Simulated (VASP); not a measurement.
Write the native input for VASP 6.6.1 that does the following.

```yaml
Task: single point
Functional: PBE
Dispersion: D3(BJ)
Potentials_or_basis: VASP PAW PBE potentials, release 64 (O, H, S)
Cutoff: 520 eV
k_mesh: 1 × 1 × 1
Occupations: fermi-dirac, width 0.02 eV
Spin: no spin polarisation
Dipole_correction: no
Further_INCAR_settings: LREAL = Auto; ALGO = Normal; EDIFF = 1e-07; NBANDS = 55
```

The structure of H18SO8 lies in POSCAR:

```
H18SO8
1.0
    6.9104230000      0.0000000000      0.0000000000
    0.0000000000      6.9104230000      0.0000000000
    0.0000000000      0.0000000000      6.9104230000
O H S
8 18 1
Direct
    0.6230588200      0.6167205683      0.6516967196
    0.0054989398      0.3664753952      0.2056458772
    0.8109344392      0.6730847012      0.2947431727
    0.9070501184      0.3923204122      0.8152322948
    0.5514713065      0.9329530189      0.9258188681
   -0.1654457332      0.0193620564      0.3638272216
    0.3499641049      0.3191700421      0.9617790402
    0.4166459853      0.6644889900      0.1810742989
    0.7060493981      0.6176901182      0.5332379798
    0.5007363515      0.6318571237      0.5933790160
    0.1418871175      0.3621051852      0.1813926586
   -0.0356562833      0.2342403642      0.2558309383
    0.6810871057      0.6508429368      0.2523723946
    0.8819865296      0.5453645891      0.2534577116
    0.9679291702      0.3920165234      0.9422578039
    0.7929905304      0.4798403802      0.8332630289
    0.5642780478      0.8410628409      0.8194288541
    0.6870491141      0.9740937711      0.9364839171
   -0.1614228246     -0.1158395079      0.3074486178
   -0.1786576596      0.0068881456      0.5026754513
    0.4205965395      0.1987866734      0.9955106945
    0.3382137389      0.3195752272      0.8181409445
    0.4743124987      0.7638895622      0.0998636408
    0.3944621046      0.5597052453      0.0976785357
    0.0193041728      0.5980675857      0.7559884540
    0.1746781637      0.7185088380      0.9385532550
    0.1353028606      0.7610966796      0.7548018406
```

The cell was built by a generator and needn't be a form met in nature.

The input as run:

INCAR

```
SYSTEM = H18SO8
PREC     = Accurate       ! precision mode
ENCUT    = 520            ! plane-wave cutoff, eV
EDIFF    = 1E-7           ! SCF threshold, eV
ISMEAR   = -1             ! smearing method
SIGMA    = 0.02           ! smearing width, eV
LREAL    = Auto         
LASPH    = .True.         ! aspherical terms in the spheres
NELM     = 60             ! most SCF steps
ALGO     = Normal         ! electronic algorithm
ISIF     = 2              ! what is computed and relaxed
LWAVE    = .False.        ! write WAVECAR
LCHARG   = .True.         ! write CHGCAR
GGA      = PE             ! functional
IVDW     = 12             ! dispersion correction
LELF     = .True.         ! ELF
LVHAR    = .True.       
NBANDS   = 55             ! bands
```

KPOINTS

```
regular mesh
0
Gamma
  1 1 1
  0 0 0
```

Potentials or basis: VASP PAW PBE potentials, release 64 (O, H, S).

Run with:

```sh
$ cat potpaw_PBE.64/O/POTCAR potpaw_PBE.64/H/POTCAR potpaw_PBE.64/S/POTCAR > POTCAR
$ mpirun -np 1 vasp_gam > vasp.out
```

Results of the run:

```yaml
Pressure: 1.0 GPa
Largest_force: 2.554 eV/Å
Band_gap_on_the_k_mesh: 3.71 eV, direct
Dispersion_energy_per_atom: -0.034 eV
```

It took 38 s on 1 thread of Intel(R) Xeon(R) Platinum 8488C (Sapphire Rapids) (shared host), peak memory 0.39 GiB.
